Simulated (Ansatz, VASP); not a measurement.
**C in two plane-wave programs**

One calculation is typed for both programs; each brings its own data sets and cutoff. How far apart do they land? The cell is taken from a series of VASP runs on this material, whose earlier steps may have relaxed, scaled or displaced it; both programs get it as it stands.

Calculated with Ansatz 0.2.0; plane waves, with VASP 6.6.1 beside it; relaxation of cell and atoms at LDA.

## Step 1: The starting structure

Symmetry: Fd-3m, No. 227, cubic system. Conventional cell: a = 3.534 Å, b = 3.534 Å, c = 3.534 Å, α = 90.00°, β = 90.00°, γ = 90.00°. C has 4 C at 1.53 Å nearest.

Coordinates:

```
C
1.0
     0.00000    1.76687    1.76687
     1.76687    0.00000    1.76687
     1.76687    1.76687    0.00000
C
2
Cartesian
  0.0000 0.0000 0.0000
  0.8834 0.8834 0.8834
```

## Step 2: VASP: relaxation of cell and atoms, LDA

The relaxed volume is the usual yardstick between codes: its relative difference is about their pressure difference at one cell divided by the bulk modulus.

Lines of VASP's logs that name or quote its potential files are left out, and so is its time.

Contents of INCAR:

```
SYSTEM = C
PREC = Accurate
ENCUT = 600
EDIFF = 1E-07
NELM = 120
ISMEAR = 0
SIGMA = 0.02
LREAL = .FALSE.
ALGO = Normal
GGA = CA
NBANDS = 10
LASPH = .TRUE.
LORBIT = 11
LWAVE = .FALSE.
LCHARG = .FALSE.
KPAR = 8
IBRION = 2
NSW = 40
ISIF = 3
EDIFFG = -0.005
POTIM = 0.4
```

Contents of POSCAR:

```
C
1.0
    0.0000000000      1.7668691223      1.7668691223
    1.7668691223      0.0000000000      1.7668691223
    1.7668691223      1.7668691223      0.0000000000
C
2
Direct
    0.0000000000      0.0000000000      0.0000000000
    0.2500000000      0.2500000000      0.2500000000
```

Contents of KPOINTS:

```
Automatic mesh
0
Gamma
14 14 14
0 0 0
```

The projector-augmented-wave data sets are C (LDA family, release 64).

Launch:

```
$ mpirun -np 8 vasp_std
```

Numbers of over 12 decimals in the logs are rounded to 6 here.

Output:

```text
[banner, memory and clock lines left out]
running    8 mpi-ranks, on    1 nodes
 distrk:  each k-point on    1 cores,    8 groups
 distr:  one band on    1 cores,    1 groups

 POSCAR found type information on POSCAR C
 POSCAR found :  1 types and       2 ions
|                                                                             |
|           W    W    AA    RRRRR   N    N  II  N    N   GGGG   !!!           |
|           W    W   A  A   R    R  NN   N  II  NN   N  G    G  !!!           |
|           W    W  A    A  R    R  N N  N  II  N N  N  G       !!!           |
|           W WW W  AAAAAA  RRRRR   N  N N  II  N  N N  G  GGG   !            |
|           WW  WW  A    A  R   R   N   NN  II  N   NN  G    G                |
|           W    W  A    A  R    R  N    N  II  N    N   GGGG   !!!           |
|                                                                             |
|     For optimal performance we recommend to set                             |
|       NCORE = 2 up to number-of-cores-per-socket                            |
|     NCORE specifies how many cores store one orbital (NPAR=cpu/NCORE).      |
|     This setting can greatly improve the performance of VASP for DFT.       |
|     The default, NCORE=1 might be grossly inefficient on modern             |
|     multi-core architectures or massively parallel machines. Do your        |
|     Unfortunately you need to use the default for GW and RPA                |
|     calculations (for HF NCORE is supported but not extensively tested      |
|     yet).                                                                   |
|                                                                             |

 LDA part: xc-table for (Slater(with rela. corr.)+CA(PZ))
 , standard interpolation
 POSCAR, INCAR and KPOINTS ok, starting setup
 FFT: planning ... GRIDC
 FFT: planning ... GRID_SOFT
 FFT: planning ... GRID
 WAVECAR not read
 entering main loop
       N       E                     dE             d eps       ncg     rms          rms(c)
DAV:   1     0.225764947053E-01    0.22576E-01   -0.54446E+03  2120   0.891E+02
DAV:   2    -0.207061526879E+02   -0.20729E+02   -0.19786E+02  2798   0.131E+02
DAV:   3    -0.211142547769E+02   -0.40810E+00   -0.40710E+00  2488   0.154E+01
DAV:   4    -0.211151186072E+02   -0.86383E-03   -0.86376E-03  2274   0.831E-01
DAV:   5    -0.211151198648E+02   -0.12576E-05   -0.12577E-05  2380   0.307E-02    0.587E+00
DAV:   6    -0.204750668447E+02    0.64005E+00   -0.36731E-01  2164   0.449E+00    0.340E+00
DAV:   7    -0.202523626335E+02    0.22270E+00   -0.43102E-01  2256   0.487E+00    0.747E-01
DAV:   8    -0.202521737882E+02    0.18885E-03   -0.90477E-03  2218   0.862E-01    0.265E-02
DAV:   9    -0.202521614010E+02    0.12387E-04   -0.34034E-05  2370   0.497E-02    0.194E-02
DAV:  10    -0.202521627672E+02   -0.13661E-05   -0.17725E-06  2274   0.121E-02    0.447E-03
DAV:  11    -0.202521627009E+02    0.66264E-07   -0.56512E-08  1640   0.199E-03
   1 F= -.20252163E+02 E0= -.20252163E+02  d E =-.202522E+02
 curvature:   0.00 expect dE= 0.000E+00 dE for cont linesearch  0.000E+00
 trial: gam= 0.00000 g(F)=  0.471E-48 g(S)=  0.385E-06 ort = 0.000E+00 (trialstep = 0.100E+01)
 search vector abs. value=  0.385E-06
 reached required accuracy - stopping structural energy minimisation
```

OUTCAR, selected parts (step 2):

```text
ion  position               nearest neighbor table
   1  0.000  0.000  0.000-   2 1.53   2 1.53   2 1.53   2 1.53
   2  0.250  0.250  0.250-   1 1.53   1 1.53   1 1.53   1 1.53

  LATTYP: Found a face centered cubic cell.
 ALAT       =     3.5337382446

 Subroutine GETGRP returns: Found 48 space group operations
 (whereof 24 operations were pure point group operations)

The static configuration has the point symmetry T_d .
 The point group associated with its full space group is O_h .

 Found    104 irreducible k-points:

   k-points           NKPTS =    104   k-points in BZ     NKDIM =    104   number of bands    NBANDS=     10

   dimension x,y,z NGX =    20 NGY =   20 NGZ =   20
   dimension x,y,z NGXF=    40 NGYF=   40 NGZF=   40

   ENCUT  =  600.0 eV  44.10 Ry    6.64 a.u.   4.99  4.99  4.99*2*pi/ulx,y,z

   NELECT =       8.0000    total number of electrons

 k-points in reciprocal lattice and weights: Automatic mesh
   0.00000000  0.00000000  0.00000000       0.000
   0.07142857  0.00000000  0.00000000       0.003
   0.14285714  0.00000000  0.00000000       0.003
   0.21428571  0.00000000  0.00000000       0.003
   0.28571429  0.00000000  0.00000000       0.003
   0.35714286  0.00000000  0.00000000       0.003
   0.42857143  0.00000000  0.00000000       0.003
   0.50000000  0.00000000  0.00000000       0.001
   0.07142857  0.07142857  0.00000000       0.002
[...]
-0.28571429  0.42857143  0.21428571       0.009
  -0.28571429  0.50000000  0.21428571       0.004

 average (electrostatic) potential at core
       1 -49.0997       2 -49.0997

 E-fermi :  10.2749

 k-point     1 :       0.0000    0.0000    0.0000
  band No.  band energies     occupation
      1     -11.5587      2.00000
      2      10.1342      2.00000
      3      10.1342      2.00000
      4      10.1342      2.00000
      5      15.7557      0.00000
      6      15.7557      0.00000
      7      15.7557      0.00000
      8      24.3324      0.00000
      9      29.5084      0.00000
    ...

 k-point     2 :       0.0714    0.0000    0.0000
  band No.  band energies     occupation
      1     -11.4150      2.00000
      2       9.1901      2.00000
      3       9.8840      2.00000
      4       9.8840      2.00000
      5      16.0821      0.00000
      6      16.0821      0.00000
      7      16.3390      0.00000
      8      24.4130      0.00000
      9      29.7421      0.00000
    ...

 k-point     3 :       0.1429    0.0000    0.0000
  band No.  band energies     occupation
      1     -10.9847      2.00000
      2       7.1247      2.00000
      3       9.3035      2.00000
      4       9.3035      2.00000
      5      16.8441      0.00000
      6      16.8441      0.00000
      7      17.3756      0.00000
      8      24.6454      0.00000
      9      30.2858      0.00000
    ...

  Total        0.0025777      0.0025777      0.0025777      0.0000000      0.0000000      0.0000000
  in kB        0.3743644      0.3743644      0.3743644      0.0000000      0.0000000      0.0000000
  external PRESSURE =       0.3743644 kB  Pullay stress =       0.0000000 kB

  energy-cutoff  :      600.00
  volume of cell :       11.03
      direct lattice vectors                 reciprocal lattice vectors
     0.000000000  1.766869122  1.766869122    -0.282986438  0.282986438  0.282986438
     1.766869122  0.000000000  1.766869122     0.282986438 -0.282986438  0.282986438
     1.766869122  1.766869122  0.000000000     0.282986438  0.282986438 -0.282986438

 POSITION                                       TOTAL-FORCE (eV/Angst)
 -----------------------------------------------------------------------------------
      0.00000      0.00000      0.00000         0.000000      0.000000      0.000000
      0.88343      0.88343      0.88343        -0.000000     -0.000000     -0.000000
 -----------------------------------------------------------------------------------
    total drift:                                0.000000      0.000000      0.000000

  FREE ENERGIE OF THE ION-ELECTRON SYSTEM (eV)
  ---------------------------------------------------
  free  energy   TOTEN  =       -20.2521627009 eV

  energy  without entropy=      -20.2521627009  energy(sigma->0) =      -20.25216270

 reached required accuracy - stopping structural energy minimisation

 total charge
# of ion       s       p       d       tot
------------------------------------------
    1        0.822   1.784   0.000   2.605
    2        0.822   1.784   0.000   2.605
--------------------------------------------------
tot          1.643   3.568   0.000   5.211

[... 3 further parts left out ...]
```

CONTCAR:

```
C
   1.00000000000000
     0.0000000000000000    1.7668691222999999    1.7668691222999999
     1.7668691222999999    0.0000000000000000    1.7668691222999999
     1.7668691222999999    1.7668691222999999    0.0000000000000000
  C
     2
Direct
     0.0000000000000000    0.0000000000000000    0.0000000000000000
     0.2500000000000000    0.2500000000000000    0.2500000000000000
```

## Step 3: Ansatz: relaxation of cell and atoms, LDA

Ansatz runs on its default PAW (the set named soft_2) files.

The same cell, functional (in two slightly different forms), mesh and smearing now go to Ansatz, which takes its cutoff from its data sets.

Contents of input.yaml:

```yaml
crystal:
  lattice:
    - [0.0, 1.7668691223, 1.7668691223]
    - [1.7668691223, 0.0, 1.7668691223]
    - [1.7668691223, 1.7668691223, 0.0]
  atoms:
    - { symbol: C, position: [0.0, 0.0, 0.0] }
    - { symbol: C, position: [0.25, 0.25, 0.25] }
hamiltonian:
  xc: lda
  pseudopotentials: { kind: paw }
kpoints:
  mp_grid: { grid: [14, 14, 14] }
scf:
  occupations: { method: gaussian, width: 0.02 }
relax:
  f_tol: 0.01
  max_steps: 60
  cell: { stress_tol: 0.05 }
output:
  forces: true
  stress: true
  write_density: true
  write_potential: true
  elf: true
  volumetric_format: npy
```

Launch:

```
$ ansatz run input.yaml --threads 4 --pin off --max-ram 9216MiB --backend cpu --events-out ev --progress --plain --runs-dir out
```

Output:

```text
Engine: ansatz 0.2.0, aarch64-unknown-linux-gnu
Pseudopotentials: kind: paw
Pseudopotential: C, paw, valence charge 4, recommended cutoff 420 eV (normal), C.paw.azcp
Functional definition: SPW92
  exchange = slater_x
  correlation = pw_c
Crystal: 2 atoms, lattice volume = 11.032 Å³
Basis set: ecut = 420 eV, 181 PW (Γ)
Bands: 8, of which v1, the nominal top of the filled ones, is band 4 counted from 1 (3 counted from 0)
Symmetry: 48 space group operations
Space group: Fd-3m (ITA 227), of the structure as read, at distance tolerance 2.2e-5 Å
k-points: 104 of 2744
Non-local potential: C, projectors of the file, l = 0: 2, l = 1: 2, l = 2: 1
PAW form: soft (Blöchl's): semilocal exchange-correlation on the pseudo side does not see the compensation charge
PAW frozen core: C, regenerated for the run's functional, and the local potential with it (the file was generated under x = pbe(κ = 0.804, μ = 0.219515), c = pbe(β = 0.066725))
PAW one-centre angular grid: C, 110 points (default); XC on 64 Gauss nodes
Initial density: superposition of atomic densities (neutral atoms: chi_scale 0, normalization atom), corrected by the library's trained network
Initial wavefunctions: pseudopotential atomic-orbital guess
Functional: x = slater, c = lda
SCF iter   1: F=—  HF=-485.985848 eV  |F-HF|=—  |Δ(HF+E_count)|=         —  Δρ=7.48e-3  dr2=2.29e-3  ethr=1.77e-3  ⟨swp⟩=5.3  Hψ=5499  notcnv=0
preconditioner: auto → none  [insulator: Δε(μ)=4.157 eV  Ē_g=19.893 eV  σ=0.020 eV  W_gap=1.00  n_scr=0 (ndim 8)  ℏωp=31.6 eV  f_vac=0.000  D(μ)=0.00/eV (n_scr^D=0)  ε∞_Penn≈3.5]
SCF iter   2: F=—  HF=-485.985308 eV  |F-HF|=—  |Δ(HF+E_count)|=   5.40e-4  Δρ=3.52e-3  dr2=4.96e-4  ethr=2.86e-5  ⟨swp⟩=1.1  Hψ=1677  notcnv=0
SCF iter   3: F=—  HF=-485.985173 eV  |F-HF|=—  |Δ(HF+E_count)|=   1.35e-4  Δρ=1.02e-4  dr2=9.07e-7  ethr=6.20e-6  ⟨swp⟩=1.0  Hψ=832  notcnv=0
SCF iter   4: F=—  HF=-485.985173 eV  |F-HF|=—  |Δ(HF+E_count)|=   6.36e-7  Δρ=3.61e-5  dr2=9.43e-8  ethr=1.13e-8  ⟨swp⟩=2.5  Hψ=1247  notcnv=0
iter 5 did not close the SCF: its close was put off for the readings that it lacked (scf_convergence_deferred on its scf_iter line)
SCF iter   5: F=-485.985173 eV  HF=-485.985173 eV  |F-HF|=7.22e-9  |Δ(HF+E_count)|=   1.79e-8  Δρ=1.13e-5  dr2=1.19e-8  ethr=1.18e-9  ⟨swp⟩=2.0  Hψ=1248  notcnv=0
SCF iter   6: F=-485.985173 eV  HF=-485.985173 eV  |F-HF|=1.34e-11  |Δ(HF+E_count)|=   5.26e-9  Δρ=9.56e-7  dr2=3.18e-11  ethr=1.49e-10  ⟨swp⟩=4.2  Hψ=3789  notcnv=0
SCF 1 converged in 6 iterations: F = -485.985173 eV  dr2 = 3.18e-11
  greatest PAW one-centre occupation: 0.640 electrons in one spin orbital (limit 2), on the C atom at site 1 (counted from 0), in its partial waves of l = 0
relax step   1: F+E_penalty+E_count = -485.98517322 eV  Δ(F+E_penalty+E_count) = +0.000e0 eV  max|allowed force component| = 2.776e-17 eV/Å  Δτ_max = 0.0000 Å  P = -0.796 GPa  Ω = 11.032 Å³  (6 SCF iters, dr2 threshold 1.00e-7 eV, accepted)
[...]
relax step   2: F+E_penalty+E_count = -485.98530507 eV  Δ(F+E_penalty+E_count) = -1.319e-4 eV  max|allowed force component| = 6.476e-17 eV/Å  Δτ_max = 0.0000 Å  P = -0.306 GPa  Ω = 11.020 Å³  energy of the carried Pulay correction = +9.301e-5 eV  (7 SCF iters, dr2 threshold 2.00e-7 eV, accepted)
[...]
relax step   3: F+E_penalty+E_count = -485.98536973 eV  Δ(F+E_penalty+E_count) = -6.466e-5 eV  max|allowed force component| = 1.342e-16 eV/Å  Δτ_max = 0.0000 Å  P = +0.001 GPa  Ω = 11.013 Å³  energy of the carried Pulay correction = +1.510e-4 eV  (7 SCF iters, dr2 threshold 2.00e-7 eV, accepted)
[...]
relax step   4: F+E_penalty+E_count = -485.98526897 eV  Δ(F+E_penalty+E_count) = +1.008e-4 eV  max|allowed force component| = 1.712e-16 eV/Å  Δτ_max = 0.0000 Å  P = -0.019 GPa  Ω = 11.013 Å³  stress off target by 1.91e-2 GPa  SCF on the basis re-selected at this cell (its energy is not comparable with the rows above)  (7 SCF iters)
basis re-selected at this cell: Δ(F+E_penalty+E_count) = +1.008e-4 eV, ΔP = -0.020 GPa vs the last step (what re-selecting the basis moved, of the pressure what is left beyond the Pulay correction that the steps carried, after the strain that the cell walked since its last selection, with what the two solves' SCF thresholds leave and, on support functions, any second-order correction that the steps lacked; it is no m [...]
SCF converged after 7 iterations
Free energy (F): -485.985269 eV
Harris-Foulkes:  -485.985269 eV  (|F-HF|=1.71e-13)
Internal energy: -485.985269 eV  (E = F + TS)
E sigma→0 (E₀):  -485.985269 eV
Fermi energy:    15.688028 eV
--- Per-component energies (eV) ---
  E_band       = 36.058732
  E_kinetic    = 186.500883
  E_local      = -122.222905  (includes V_loc(G=0)·N_el)
  E_nonlocal   = 55.776601
  E_hartree    = 26.159733
  E_xc         = -97.210790
  E_vxc        = -121.032011  (∫ρ·V_xc dr)
  E_paw        = -183.708676  (= ΣΔE_a)
  E_vpaw       = -15.283319  (= ΣTr[D̂ρ^β])
  E_aug_tail   = 0.000017  (compensation charges beyond the density's cutoff)
  E_ewald      = -351.405797
  E_core_change = 0.125665  (= ΣΔE_core)
  E_smearing   = -0.000000  (= −TS)
  E_closure    = 0.000000  (closes the sum)
  Σ components = -485.985269   (vs F -485.985269, Δ=0.00e0)
--- Forces (eV/Å), atoms counted from 1 ---
  atom   1  C      0.00000000    -0.00000000    -0.00000000
  atom   2  C      0.00000000     0.00000000     0.00000000
  max |Σ_I F_I| component: 1.42e-16 eV/Å
--- Stress (GPa, compression-positive) ---
       -0.019091      -0.000000      -0.000000
        0.000000      -0.019091       0.000000
       -0.000000       0.000000      -0.019091
  P = ⅓ Tr σ = -0.0191 GPa (-0.191 kbar)
--- Band table (eV; the first three rows and the last of 104) ---
  k-point 0: bands = ["-8.1262", "13.6023", "13.6023", "13.6023", "19.2257", "19.2257", "19.2257", "27.7746"]
  k-point 1: bands = ["-7.9824", "12.6516", "13.3495", "13.3495", "19.5504", "19.5504", "19.8076", "27.8556"]
  k-point 2: bands = ["-7.5517", "10.5814", "12.7639", "12.7639", "20.3125", "20.3125", "20.8440", "28.0899"]
  k-point 103: bands = ["1.5897", "1.5897", "5.0917", "5.0917", "23.4866", "23.4866", "26.9556", "26.9556"]
--- Relaxed structure (3 steps of the walk, 3 accepted, 1 SCFs on fresh bases) ---
  F+E_penalty+E_count = -485.98526897 eV   max|allowed force component| = 1.712e-16 eV/Å   (the final SCF, on the basis selected at the relaxed cell)
  cell:  # Å, volume = 11.0134 Å³
    - [0, 1.765890, 1.765890]
    - [1.765890, 0, 1.765890]
    - [1.765890, 1.765890, 0]
  atoms:
    - { symbol: C, position: [0, 0, 0] }
    - { symbol: C, position: [0.250000, 0.250000, 0.250000] }
```

Run time: 1.1 s. Hardware: 4 threads of Arm Neoverse V1, shared host; peak memory 0.29 GiB.

## Step 4: Differences

Known differences besides the potentials themselves: the two LDA forms differ slightly; both relaxations stop at a tolerance, which leaves soft axes loose, and VASP keeps its plane-wave basis; the cutoff is 420 eV in Ansatz and 600 eV in VASP; VASP's log shows a relativistic correction to its local exchange, Ansatz's none; Ansatz adds a Pulay correction to the stress that steers its cell, VASP none. Total energies have different zeros and are not compared.

Both answers:

| quantity | Ansatz | VASP | difference |
| --- | --- | --- | --- |
| volume (Å³) | 11.01 | 11.03 | -0.17 % |
| edge a after relaxation, in the typed setting (Å) | 2.497 | 2.499 | -0.06 % |

The walks stopped with -0.02 GPa left in Ansatz and 0.04 GPa in VASP; each walk ends within a tolerance, so the volume difference is uncertain by about these residues over the bulk modulus, most in soft cells.

## Step 5: What came out

```json
{
 "difference in volume (relaxation of cell and atoms, LDA)": "-0.17 %"
}
```

In words: The difference in volume is -0.17 % (relaxation of cell and atoms, LDA), within the 1.2 % picked in this series as the mark of a large difference, as far as the stopping tolerances let one tell. Such differences can come from data sets, numerical settings and the points named under the comparisons, not from the functional's error against experiment.

[Lines on the potential files, build, host, timing and source positions are cut from VASP's logs without a mark.]

[Logs are printed without paths, hosts, clocks, repeated set-up lines and the standing remarks that a program may print on its own settings, such as how far it seeks lower states.]

[Hosts, paths, dates, database ids (printed as entryN), source tags and the programs' standing remarks are cut or masked in the printed files.]
